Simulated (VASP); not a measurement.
Level of theory: PBE GGA, VASP's PBE PAW potentials (set 64) (plane waves; VASP).

Input for VASP

File POSCAR:
```
SnTe
1.0
  0.0000000000   3.2089670000   3.1455810000
  3.1981660000   0.0000000000   3.1455810000
  3.1981660000   3.2089670000   0.0000000000
Sn Te
1 1
Cartesian
  0.0000000000   0.0000000000   0.0000000000
  3.2862434916   3.2089670000   3.1455810000
```

**INCAR**
```
! general
SYSTEM   =  SnTe
PREC     =  Accurate
ENCUT    =  425
LREAL    =  F
LASPH    =  T

! electronic loop
EDIFF    =  1E-6
NELM     =  100
ALGO     =  Normal
LMAXMIX  =  4

! smearing
ISMEAR   =  0
SIGMA    =  0.05

! functional
GGA      =  PE

! ions
ISIF     =  2

! output
LWAVE    =  F
LCHARG   =  F
```

**KPOINTS**
```
Automatic
0
gamma
7 7 7
0 0 0
```

POTCAR, in this order: Sn_d Te (PBE.64 set). Program: vasp_std.

The run wrote:

**OSZICAR**
```
       N       E                     dE             d eps       ncg     rms          rms(c)
DAV:   1     0.114935179541E+03    0.11494E+03   -0.88443E+03  1822   0.143E+03
DAV:   2     0.201505291289E+01   -0.11292E+03   -0.11133E+03  1930   0.340E+02
DAV:   3    -0.736683097721E+01   -0.93819E+01   -0.93060E+01  2314   0.939E+01
DAV:   4    -0.760754853474E+01   -0.24072E+00   -0.24066E+00  2038   0.168E+01
DAV:   5    -0.761791602125E+01   -0.10367E-01   -0.10367E-01  2508   0.322E+00    0.440E+00
DAV:   6    -0.755879471470E+01    0.59121E-01   -0.15228E-01  2208   0.291E+00    0.279E+00
DAV:   7    -0.756006402910E+01   -0.12693E-02   -0.54991E-02  2196   0.134E+00    0.834E-01
DAV:   8    -0.756048466638E+01   -0.42064E-03   -0.72531E-03  2044   0.787E-01    0.173E-01
DAV:   9    -0.756060539167E+01   -0.12073E-03   -0.58390E-04  2190   0.255E-01    0.344E-02
DAV:  10    -0.756061785806E+01   -0.12466E-04   -0.76821E-05  1950   0.784E-02    0.217E-02
DAV:  11    -0.756062554468E+01   -0.76866E-05   -0.34565E-05  1994   0.482E-02    0.222E-02
DAV:  12    -0.756062523867E+01    0.30601E-06   -0.23260E-06  2102   0.102E-02
   1 F= -.75606252E+01 E0= -.75606252E+01  d E =-.483731E-14
```

OUTCAR:
```
------------------------ aborting loop because EDIFF is reached ----------------------------------------
  FORCE on cell =-STRESS in cart. coord.  units (eV):
  Direction    XX          YY          ZZ          XY          YZ          ZX
  --------------------------------------------------------------------------------------
  Total        0.1672328     -0.0698372      0.9472671      0.0000000      0.0000000      0.0000000
  in kB        4.1498742     -1.7330062     23.5063886      0.0000000      0.0000000      0.0000000
  external PRESSURE =       8.6410855 kB  Pullay stress =       0.0000000 kB
  volume of cell :       64.56
      direct lattice vectors                 reciprocal lattice vectors
     0.000000000  3.208967000  3.145581000    -0.156339602  0.155813382  0.158953147
     3.198166000  0.000000000  3.145581000     0.156339602 -0.155813382  0.158953147
     3.198166000  3.208967000  0.000000000     0.156339602  0.155813382 -0.158953147
 POSITION                                       TOTAL-FORCE (eV/Angst)
 -----------------------------------------------------------------------------------
      0.00000      0.00000      0.00000        -0.003926      0.000000      0.000000
      3.28624      3.20897      3.14558         0.003926      0.000000      0.000000
 -----------------------------------------------------------------------------------
    total drift:                               -0.000086      0.000000      0.000000
  FREE ENERGIE OF THE ION-ELECTRON SYSTEM (eV)
  ---------------------------------------------------
  free  energy   TOTEN  =        -7.5606252387 eV

  energy  without entropy=       -7.5606252387  energy(sigma->0) =       -7.56062524
```
(Selected blocks of OUTCAR.)

The compound is SnTe in the rock salt structure, which distorts at low temperature. The cell was not relaxed at this level, atoms are displaced from their ideal sites. The run is one of a series of settings (ENCUT = 425 against the base run), some of them coarse on purpose.
